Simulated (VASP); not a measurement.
Given:

```
V3Ge
1.0
    4.73201     0.00000     0.00000
    0.00000     4.73201     0.00000
    0.00000     0.00000     4.73201
V Ge
6 2
Direct
  0.50000   0.25000   0.00000
  0.50000   0.75000   0.00000
  0.25000   0.00000   0.50000
  0.75000   0.00000   0.50000
  0.00000   0.50000   0.25000
  0.00000   0.50000   0.75000
  0.50000   0.50000   0.50000
  0.00000   0.00000   0.00000
```

All values below come from r2SCAN meta-GGA, VASP's PBE PAW potentials (set 64) (plane waves; VASP). Settings: 400 eV cut-off, 7×7×7 Γ-centred mesh, tetrahedra with Blöchl corrections, potentials V_sv Ge_d.

The run has a spin-polarised start.

**Question.** Give the spin-up energies of bands 47 to 60 at the high-symmetry points, in eV from the Fermi level.

**Answer.** 
```
band      Γ      X      M      R
----  -----  -----  -----  -----
47    -2.24  -1.16  -1.76  -1.31
48    -2.17  -1.16  -1.06  -1.31
49    -1.23  -0.91  -0.30  -0.19
50    -0.75  -0.91  -0.13  -0.19
51    -0.75  -0.90  -0.13  -0.19
52    -0.75  -0.90   0.23  -0.19
53    -0.25  -0.69   0.23  -0.19
54    -0.25  -0.69   0.33  -0.19
55     1.92   1.11   0.33   0.08
56     1.92   1.11   0.46   0.08
57     1.92   1.80   0.56   0.08
58     2.46   1.80   0.76   0.08
59     2.46   2.04   1.00   1.91
60     2.91   2.04   1.09   1.91
```

**Question.** Give the spin-down energies of bands 47 to 60 at the high-symmetry points, in eV from the Fermi level.

**Answer.** 
```tsv
band	Γ	X	M	R
47	-2.02	-0.94	-1.42	-1.05
48	-1.85	-0.94	-0.74	-1.05
49	-0.94	-0.63	-0.13	0.12
50	-0.47	-0.63	0.14	0.12
51	-0.47	-0.62	0.14	0.12
52	-0.47	-0.62	0.51	0.12
53	0.12	-0.38	0.51	0.12
54	0.12	-0.38	0.64	0.12
55	2.24	1.45	0.64	0.28
56	2.24	1.45	0.81	0.28
57	2.24	2.12	0.84	0.28
58	2.78	2.12	1.12	0.28
59	2.78	2.34	1.17	2.23
60	3.11	2.34	1.46	2.23
```

It has no gap at this level: it comes out as a metal or semimetal.

The structure comes from a computed database's V3Ge entry (Pm-3n); how it stands against other phases isn't given here. It was relaxed first.
